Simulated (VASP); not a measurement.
**TiTe2: phonons from a supercell**

Wanted: whether TiTe2 is dynamically stable, and its vibrational spectrum. The start is a cell from a database of measured crystal structures.

Calculated with VASP 6.6.1; LDA, no spin polarisation; plane waves and PAW (Te, Ti_sv).

## Step 1: The structure

The structure is trigonal, space group P-3m1 (No. 164). Conventional cell: a = 3.777 Å, b = 3.777 Å, c = 6.498 Å, α = 90.00°, β = 90.00°, γ = 120.00°. Nearest to Te lie 3 Ti at 2.77 Å. Ti has 6 Te at 2.77 Å nearest. Farther neighbours and most contacts between anions are not listed.

## Step 2: Relax the host

The later steps need the crystal at this functional's own lattice; a raised cutoff keeps the stress reliable while the cell changes.

Contents of INCAR:

```
SYSTEM = TiTe2
PREC = Accurate
ENCUT = 360
EDIFF = 1E-06
NELM = 120
ISMEAR = 0
SIGMA = 0.05
LREAL = .FALSE.
ALGO = Normal
GGA = CA
NBANDS = 18
LASPH = .TRUE.
LORBIT = 11
LWAVE = .FALSE.
LCHARG = .FALSE.
KPAR = 4
IBRION = 2
NSW = 40
ISIF = 3
EDIFFG = -0.02
POTIM = 0.4
```

Contents of POSCAR:

```
TiTe2
1.0
    3.7770000000      0.0000000000      0.0000000000
   -1.8885000000      3.2709779501      0.0000000000
    0.0000000000      0.0000000000      6.4980000000
Te Ti
2 1
Direct
    0.3333333333      0.6666666667      0.7372000000
    0.6666666667      0.3333333333      0.2628000000
    0.0000000000      0.0000000000      0.0000000000
```

Contents of KPOINTS:

```
Automatic mesh
0
Gamma
6 6 3
0 0 0
```

The projector-augmented-wave data sets are Te and Ti_sv (LDA family, release 64).

Run with:

```bash
$ mpirun -np 4 vasp_std
```

Log:

```text
[banner, memory and clock lines left out]
running    4 mpi-ranks, on    1 nodes
 distrk:  each k-point on    1 cores,    4 groups
 distr:  one band on    1 cores,    1 groups

 POSCAR found type information on POSCAR TeTi
 POSCAR found :  2 types and       3 ions
 LDA part: xc-table for (Slater(with rela. corr.)+CA(PZ))
 , standard interpolation
 POSCAR, INCAR and KPOINTS ok, starting setup
 FFT: planning ... GRIDC
 FFT: planning ... GRID_SOFT
 FFT: planning ... GRID
 WAVECAR not read
 entering main loop
       N       E                     dE             d eps       ncg     rms          rms(c)
DAV:   1     0.147910200869E+03    0.14791E+03   -0.90458E+03   612   0.954E+02
DAV:   2    -0.732229676112E+01   -0.15523E+03   -0.15202E+03   660   0.272E+02
DAV:   3    -0.202173848254E+02   -0.12895E+02   -0.12739E+02   974   0.758E+01
DAV:   4    -0.205592754396E+02   -0.34189E+00   -0.34107E+00   766   0.119E+01
DAV:   5    -0.205768808588E+02   -0.17605E-01   -0.17601E-01   960   0.253E+00    0.120E+01
DAV:   6    -0.209163377047E+02   -0.33946E+00   -0.42102E+01   718   0.399E+01    0.155E+01
DAV:   7    -0.185647369421E+02    0.23516E+01   -0.36993E+01   794   0.352E+01    0.564E+00
DAV:   8    -0.182845170456E+02    0.28022E+00   -0.14116E+00   706   0.815E+00    0.179E+00
DAV:   9    -0.182903631454E+02   -0.58461E-02   -0.35303E-01   794   0.379E+00    0.158E+00
DAV:  10    -0.182693742431E+02    0.20989E-01   -0.19712E-01   732   0.331E+00    0.743E-01
DAV:  11    -0.182687706656E+02    0.60358E-03   -0.15164E-02   688   0.935E-01    0.426E-01
DAV:  12    -0.182684226193E+02    0.34805E-03   -0.20235E-03   692   0.348E-01    0.257E-01
DAV:  13    -0.182684040054E+02    0.18614E-04   -0.10339E-04   814   0.593E-02    0.488E-02
DAV:  14    -0.182684022405E+02    0.17649E-05   -0.44558E-06   702   0.135E-02    0.481E-02
DAV:  15    -0.182683986225E+02    0.36180E-05   -0.77249E-06   700   0.215E-02    0.152E-02
DAV:  16    -0.182683979259E+02    0.69652E-06   -0.32016E-06   528   0.125E-02
   1 F= -.18268398E+02 E0= -.18268016E+02  d E =-.182684E+02
 curvature:   0.00 expect dE= 0.000E+00 dE for cont linesearch  0.000E+00
 trial: gam= 0.00000 g(F)=  0.930E-02 g(S)=  0.181E+00 ort = 0.000E+00 (trialstep = 0.100E+01)
 search vector abs. value=  0.190E+00
 bond charge predicted
       N       E                     dE             d eps       ncg     rms          rms(c)
DAV:   1    -0.199617482933E+02   -0.16933E+01   -0.33428E+01   660   0.629E+01    0.106E+01
DAV:   2    -0.195041270294E+02    0.45762E+00   -0.19588E+01   784   0.368E+01    0.780E+00
DAV:   3    -0.185105058973E+02    0.99362E+00   -0.13647E+01   732   0.231E+01    0.399E+00
DAV:   4    -0.182938962245E+02    0.21661E+00   -0.13002E+00   796   0.971E+00    0.134E+00
DAV:   5    -0.183052744953E+02   -0.11378E-01   -0.78264E-02   724   0.156E+00    0.118E+00
DAV:   6    -0.183175909691E+02   -0.12316E-01   -0.14782E-02   970   0.653E-01    0.346E-01
DAV:   7    -0.183206033415E+02   -0.30124E-02   -0.59371E-03   834   0.372E-01    0.160E-01
DAV:   8    -0.183211264020E+02   -0.52306E-03   -0.32886E-03   972   0.277E-01    0.859E-02
DAV:   9    -0.183211371508E+02   -0.10749E-04   -0.31315E-04   674   0.115E-01    0.440E-02
DAV:  10    -0.183211313697E+02    0.57811E-05   -0.86536E-05   680   0.756E-02    0.247E-02
DAV:  11    -0.183211323649E+02   -0.99518E-06   -0.61862E-06   736   0.166E-02
   2 F= -.18321132E+02 E0= -.18320766E+02  d E =-.527344E-01
[...]
3 F= -.18336078E+02 E0= -.18335710E+02  d E =-.676803E-01
[...]
4 F= -.18340300E+02 E0= -.18339933E+02  d E =-.422179E-02
[...]
5 F= -.18345620E+02 E0= -.18345254E+02  d E =-.954169E-02
[...]
6 F= -.18348454E+02 E0= -.18348090E+02  d E =-.283451E-02
 trial-energy change:   -0.002835  1 .order   -0.002817   -0.003785   -0.001848
 step:   2.7984(harm=  2.9323)  dis= 0.01680  next Energy=   -18.349265 (dE=-0.364E-02)
 bond charge predicted
       N       E                     dE             d eps       ncg     rms          rms(c)
DAV:   1    -0.183571789585E+02   -0.87245E-02   -0.35236E-01   630   0.590E+00    0.714E-01
DAV:   2    -0.183581147353E+02   -0.93578E-03   -0.14120E-01   682   0.275E+00    0.644E-01
DAV:   3    -0.183501833393E+02    0.79314E-02   -0.56605E-02   706   0.161E+00    0.215E-01
DAV:   4    -0.183492768680E+02    0.90647E-03   -0.36070E-03   818   0.493E-01    0.915E-02
DAV:   5    -0.183492934862E+02   -0.16618E-04   -0.17437E-04   682   0.102E-01    0.445E-02
DAV:   6    -0.183492934121E+02    0.74082E-07   -0.38321E-05   940   0.398E-02    0.276E-02
DAV:   7    -0.183492944221E+02   -0.10101E-05   -0.90572E-06   802   0.268E-02    0.694E-03
DAV:   8    -0.183492943993E+02    0.22862E-07   -0.27767E-07   366   0.439E-03
   7 F= -.18349294E+02 E0= -.18348931E+02  d E =-.367448E-02
 curvature:  -2.25 expect dE=-0.102E-03 dE for cont linesearch -0.636E-06
 trial: gam=-0.07031 g(F)=  0.171E-04 g(S)=  0.284E-04 ort = 0.332E-04 (trialstep = 0.176E+01)
 search vector abs. value=  0.601E-04
 reached required accuracy - stopping structural energy minimisation
```

Run time: 15 s. Hardware: 4 MPI ranks of Intel Xeon Platinum 8488C (Sapphire Rapids), shared host; peak memory 0.6 GiB.

Lines that name or quote the potential files are left out of all logs, and their timing lines are given in words.

Parts of OUTCAR (step 2):

```text
ion  position               nearest neighbor table
   1  0.333  0.667  0.737-   3 2.77   3 2.77   3 2.77
   2  0.667  0.333  0.263-   3 2.77   3 2.77   3 2.77
   3  0.000  0.000  0.000-   1 2.77   2 2.77   2 2.77   1 2.77   2 2.77   1 2.77

  LATTYP: Found a hexagonal cell.
 ALAT       =     3.7770000000
 C/A-ratio  =     1.7204130262

 Subroutine GETGRP returns: Found 12 space group operations
 (whereof 12 operations were pure point group operations)

The static configuration has the point symmetry D_3d.

 Found     17 irreducible k-points:

   k-points           NKPTS =     17   k-points in BZ     NKDIM =     17   number of bands    NBANDS=     18

   dimension x,y,z NGX =    24 NGY =   24 NGZ =   40
   dimension x,y,z NGXF=    48 NGYF=   48 NGZF=   80

   ENCUT  =  360.0 eV  26.46 Ry    5.14 a.u.   5.84  5.84 10.05*2*pi/ulx,y,z

   NELECT =      24.0000    total number of electrons

 k-points in reciprocal lattice and weights: Automatic mesh
   0.00000000  0.00000000  0.00000000       0.009
   0.16666667  0.00000000  0.00000000       0.056
   0.33333333  0.00000000  0.00000000       0.056
   0.50000000  0.00000000  0.00000000       0.028
   0.16666667  0.16666667  0.00000000       0.056
   0.33333333  0.16666667  0.00000000       0.111
   0.33333333  0.33333333  0.00000000       0.019
   0.00000000  0.00000000  0.33333333       0.019
   0.16666667  0.00000000  0.33333333       0.056
[...]
-0.16666667  0.50000000  0.33333333       0.111
   0.33333333  0.33333333  0.33333333       0.037

 average (electrostatic) potential at core
       1 -87.2354       2 -87.2354       3 -73.4943

 E-fermi :   7.6883

 k-point     1 :       0.0000    0.0000    0.0000
  band No.  band energies     occupation
    ...
      5      -5.1784      2.00000
      6      -3.3445      2.00000
      7       2.0182      2.00000
      8       6.0051      2.00000
      9       6.0051      2.00000
     10       7.9893      0.00000
     11       8.1433      0.00000
     12       8.1433      0.00000
     13       8.6367      0.00000
     14       9.0214      0.00000
    ...

 k-point     2 :       0.1667    0.0000    0.0000
  band No.  band energies     occupation
    ...
      7       2.4205      2.00000
      8       5.2520      2.00000
      9       6.0448      2.00000
     10       6.4860      2.00000
     11       7.4746      2.00000
     12       7.8730      0.00000
     13       8.0534      0.00000
     14       8.8720      0.00000
     15       9.1320      0.00000
     16      10.7875      0.00000
    ...

 k-point     3 :       0.3333    0.0000    0.0000
  band No.  band energies     occupation
    ...
      8       3.5063      2.00000
      9       4.5252      2.00000
     10       6.0255      2.00000
     11       6.3429      2.00000
     12       6.7380      2.00000
     13       7.7988      0.00177
     14       9.0007      0.00000
     15       9.1729      0.00000
     16      10.8818      0.00000
     17      11.3298      0.00000
    ...

  Total        0.0246250      0.0246250     -0.0315135      0.0000000      0.0000000      0.0000000
  in kB        0.5352424      0.5352424     -0.6849692      0.0000000      0.0000000      0.0000000
  external PRESSURE =       0.1285052 kB  Pullay stress =       0.0000000 kB

  energy-cutoff  :      360.00
  volume of cell :       73.71
      direct lattice vectors                 reciprocal lattice vectors
     3.686073054  0.000000000 -0.000000000     0.271291422  0.156630175  0.000000000
    -1.843036527  3.192232905 -0.000000000    -0.000000000  0.313260351  0.000000000
    -0.000000000 -0.000000000  6.264383759     0.000000000  0.000000000  0.159632621

 POSITION                                       TOTAL-FORCE (eV/Angst)
 -----------------------------------------------------------------------------------
     -0.00000      2.12816      4.57642         0.000000     -0.000000      0.014887
      1.84304      1.06408      1.68796         0.000000      0.000000     -0.014887
     -1.84304      3.19223      6.26438        -0.000000     -0.000000      0.000000
 -----------------------------------------------------------------------------------
    total drift:                               -0.000000      0.000000      0.000000

  FREE ENERGIE OF THE ION-ELECTRON SYSTEM (eV)
  ---------------------------------------------------
  free  energy   TOTEN  =       -18.3492943993 eV

  energy  without entropy=      -18.3485674570  energy(sigma->0) =      -18.34893093

 reached required accuracy - stopping structural energy minimisation

 total charge
# of ion       s       p       d       tot
------------------------------------------
    1        1.388   2.018   0.049   3.454
    2        1.388   2.018   0.049   3.454
    3        2.171   6.137   1.962  10.270
--------------------------------------------------
tot          4.947  10.172   2.060  17.179

[... 3 further parts left out ...]
```

This run has no spin polarisation, so a moment on Ti, if there is one, isn't seen. The k-mesh is coarse for a metal. After so large a change of volume the plane waves of the start cell no longer fit, so the final stress carries a basis-set error. The run keeps the 12 symmetry operations of its start, so it cannot find a distortion of lower symmetry.

Relaxation path:

```csv
step,energy less that of the first step (eV),largest force (eV/Å),pressure (GPa),volume (Å³)
1,0.0000,0.3471,-4.31,80.28
2,-0.0527,0.5520,2.12,73.77
3,-0.0677,0.2467,-0.17,75.75
4,-0.0719,0.1936,-0.15,75.36
5,-0.0772,0.0310,0.03,74.21
6,-0.0801,0.0078,0.01,73.95
7,-0.0809,0.0149,0.01,73.71
```

```csv
"conventional cell, symmetrised",before,after,change
a (Å),3.777,3.686,-2.4 %
b (Å),3.777,3.686,-2.4 %
c (Å),6.498,6.264,-3.6 %
volume (Å³/atom),26.76,24.57,-8.2 %
```

The atoms that moved most (Å, as changes of fractional coordinates times the final cell):

```csv
atom,dx,dy,dz,length
Te2,0.000,0.000,0.042,0.042
Te1,0.000,0.000,-0.042,0.042
```

Final coordinates:

```xyz
3
Lattice="3.6861 0.0000 0.0000 -1.8430 3.1922 0.0000 0.0000 0.0000 6.2644" Properties=species:S:1:pos:R:3 pbc="T T T"
Te    0.0000    2.1282    4.5764
Te    1.8430    1.0641    1.6880
Ti    0.0000    0.0000    0.0000
```

This step gave:

```
electronic cycles                               : 72
electrons                                       : 24
free energy (TOTEN)                             : -18.35 eV
energy at zero smearing                         : -18.35 eV
Fermi energy                                    : 7.688 eV
pressure                                        : 0.01285 GPa
labelled metallic, from the levels on this mesh : yes
```

The run ended after 7 ionic steps, 0.081 eV below its first step, once forces and stress met EDIFFG = -0.02.

## Step 3: Relax the host again, on a new basis

The volume changed by more than 5 %, so the plane waves of the start no longer fit; a second relaxation removes that error.

INCAR: that of step 2 with these lines changed.

```diff
@@ -17,3 +17,3 @@
 IBRION = 2
-NSW = 40
+NSW = 30
 ISIF = 3
```

Contents of POSCAR:

```
TiTe2
1.0
    3.6860730540      0.0000000000      0.0000000000
   -1.8430365270      3.1922329050      0.0000000000
    0.0000000000      0.0000000000      6.2643837595
Te Ti
2 1
Direct
    0.3333333333      0.6666666667      0.7305460205
    0.6666666667      0.3333333333      0.2694539795
    0.0000000000      0.0000000000      0.0000000000
```

KPOINTS is that of step 2.

Run with:

```bash
$ mpirun -np 4 vasp_std
```

Log:

```text
[... set-up lines as in an earlier step ...]
 entering main loop
       N       E                     dE             d eps       ncg     rms          rms(c)
DAV:   1     0.148925107939E+03    0.14893E+03   -0.90025E+03   612   0.970E+02
DAV:   2    -0.787814956344E+01   -0.15680E+03   -0.15271E+03   690   0.274E+02
DAV:   3    -0.199567429129E+02   -0.12079E+02   -0.11927E+02   930   0.749E+01
DAV:   4    -0.202444435989E+02   -0.28770E+00   -0.28708E+00   770   0.114E+01
DAV:   5    -0.202551625544E+02   -0.10719E-01   -0.10717E-01   928   0.199E+00    0.125E+01
DAV:   6    -0.201468749384E+02    0.10829E+00   -0.30581E+01   734   0.375E+01    0.121E+01
DAV:   7    -0.185425671710E+02    0.16043E+01   -0.21689E+01   796   0.298E+01    0.502E+00
DAV:   8    -0.183448564717E+02    0.19771E+00   -0.11147E+00   700   0.782E+00    0.148E+00
DAV:   9    -0.183476212089E+02   -0.27647E-02   -0.11259E-01   822   0.208E+00    0.111E+00
DAV:  10    -0.183417341133E+02    0.58871E-02   -0.54962E-02   718   0.194E+00    0.532E-01
DAV:  11    -0.183421577543E+02   -0.42364E-03   -0.91509E-03   710   0.744E-01    0.329E-01
DAV:  12    -0.183415710759E+02    0.58668E-03   -0.42795E-03   714   0.494E-01    0.126E-01
DAV:  13    -0.183415645924E+02    0.64835E-05   -0.85551E-05   718   0.762E-02    0.525E-02
DAV:  14    -0.183415586082E+02    0.59842E-05   -0.20166E-05   734   0.309E-02    0.897E-03
DAV:  15    -0.183415585585E+02    0.49646E-07   -0.73564E-07   390   0.583E-03
   1 F= -.18341559E+02 E0= -.18341195E+02  d E =-.183416E+02
 curvature:   0.00 expect dE= 0.000E+00 dE for cont linesearch  0.000E+00
 trial: gam= 0.00000 g(F)=  0.900E-05 g(S)=  0.355E-04 ort = 0.000E+00 (trialstep = 0.100E+01)
 search vector abs. value=  0.445E-04
 reached required accuracy - stopping structural energy minimisation
```

Wall time 3.4 s (4 MPI ranks); peak memory 0.54 GiB.

From OUTCAR (step 3):

```text
  LATTYP: Found a hexagonal cell.
 ALAT       =     3.6860730540
 C/A-ratio  =     1.6994735774

The static configuration has the point symmetry D_3d.

 Found     17 irreducible k-points:

   ENCUT  =  360.0 eV  26.46 Ry    5.14 a.u.   5.70  5.70  9.69*2*pi/ulx,y,z

   NELECT =      24.0000    total number of electrons

 E-fermi :   7.6898

 k-point     1 :       0.0000    0.0000    0.0000
  band No.  band energies     occupation
    ...
      5      -5.1766      2.00000
      6      -3.3441      2.00000
      7       2.0211      2.00000
      8       6.0059      2.00000
      9       6.0059      2.00000
     10       7.9906      0.00000
     11       8.1448      0.00000
     12       8.1449      0.00000
     13       8.6371      0.00000
     14       9.0217      0.00000
    ...

 k-point     2 :       0.1667    0.0000    0.0000
  band No.  band energies     occupation
    ...
      7       2.4228      2.00000
      8       5.2524      2.00000
      9       6.0454      2.00000
     10       6.4871      2.00000
     11       7.4753      2.00000
     12       7.8739      0.00000
     13       8.0543      0.00000
     14       8.8730      0.00000
     15       9.1329      0.00000
     16      10.7885      0.00000
    ...

  Total        0.0094898      0.0094898     -0.0507617      0.0000000     -0.0000000      0.0000000
  in kB        0.2062673      0.2062673     -1.1033423      0.0000000     -0.0000000      0.0000000
  external PRESSURE =      -0.2302692 kB  Pullay stress =       0.0000000 kB

  energy-cutoff  :      360.00
  volume of cell :       73.71
      direct lattice vectors                 reciprocal lattice vectors
     3.686073054  0.000000000  0.000000000     0.271291422  0.156630175  0.000000000
    -1.843036527  3.192232905  0.000000000     0.000000000  0.313260351  0.000000000
     0.000000000  0.000000000  6.264383760     0.000000000  0.000000000  0.159632621

 POSITION                                       TOTAL-FORCE (eV/Angst)
 -----------------------------------------------------------------------------------
     -0.00000      2.12816      4.57642         0.000000     -0.000000      0.010800
      1.84304      1.06408      1.68796        -0.000000      0.000000     -0.010800
      0.00000      0.00000      0.00000         0.000000      0.000000      0.000000
 -----------------------------------------------------------------------------------
    total drift:                               -0.000000     -0.000000      0.000000

  FREE ENERGIE OF THE ION-ELECTRON SYSTEM (eV)
  ---------------------------------------------------
  free  energy   TOTEN  =       -18.3415585585 eV

  energy  without entropy=      -18.3408315660  energy(sigma->0) =      -18.34119506

 total charge
# of ion       s       p       d       tot
------------------------------------------
    1        1.388   2.018   0.049   3.455
    2        1.388   2.018   0.049   3.455
    3        2.170   6.137   1.961  10.268
--------------------------------------------------
tot          4.946  10.173   2.059  17.177

[... 5 parts as in an earlier step ...]

[... 6 further parts left out ...]
```

CONTCAR:

```
TiTe2
   1.00000000000000
     3.6860730540000000    0.0000000000000000    0.0000000000000000
    -1.8430365270000000    3.1922329050000000    0.0000000000000000
     0.0000000000000000    0.0000000000000000    6.2643837595000003
  Te              Ti
     2     1
Direct
     0.3333333332999970    0.6666666667000030    0.7305460205000003
     0.6666666667000030    0.3333333332999970    0.2694539794999997
     0.0000000000000000    0.0000000000000000    0.0000000000000000
```

Little changed from the start: no atom moved by 0.005 Å and no cell edge by 0.1 %.

This step gave:

```yaml
electronic_cycles: 15
free_energy_toten: -18.34 eV
energy_at_zero_smearing: -18.34 eV
fermi_energy: 7.690 eV
pressure: -0.02303 GPa
```

The start already met the threshold, so nothing moved.

(Part 1 of 3 ends here.)

[Lines on the potential files, build, host, timing and source positions are cut from VASP's logs without a mark.]

[Logs are printed without paths, hosts, clocks, repeated set-up lines and the standing remarks that a program may print on its own settings, such as how far it seeks lower states.]

[Hosts, paths, dates, database ids (printed as entryN), source tags and the programs' standing remarks are cut or masked in the printed files.]

[Runs that stopped without an error message from VASP are left out.]
